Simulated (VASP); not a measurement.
Input:

```
CELL_PARAMETERS angstrom
      3.47967     0.00000     0.00000
     -1.73983     3.01348     0.00000
      0.00000     0.00000     4.17284
ATOMIC_POSITIONS crystal
  Mg 0.66667 0.33333 0.75000
  Mg 0.33333 0.66667 0.25000
  O  0.66667 0.33333 0.25000
  O  0.33333 0.66667 0.75000
```

These are r2SCAN meta-GGA, VASP's PBE PAW potentials (set 64) (plane waves; VASP 6.6.1) values and carry that method's errors. Settings: 520 eV cut-off, 8×8×6 Γ-centred mesh, tetrahedra with Blöchl corrections, potentials Mg O.

The cores are frozen, which limits the accuracy of field gradients.

### Question
Give the principal components of the electric field gradient (V/Å²) and the asymmetry η at each nucleus.

### Answer

```csv
atom,Vxx,Vyy,Vzz,η
Mg1,0.1,0.1,-0.2,-
Mg2,0.1,0.1,-0.2,-
O3,3.8,3.8,-7.7,0.00
O4,3.8,3.8,-7.7,0.00
```

The structure comes from a computed database's MgO entry (P6_3/mmc); how it stands against other phases isn't given here. It was relaxed first.
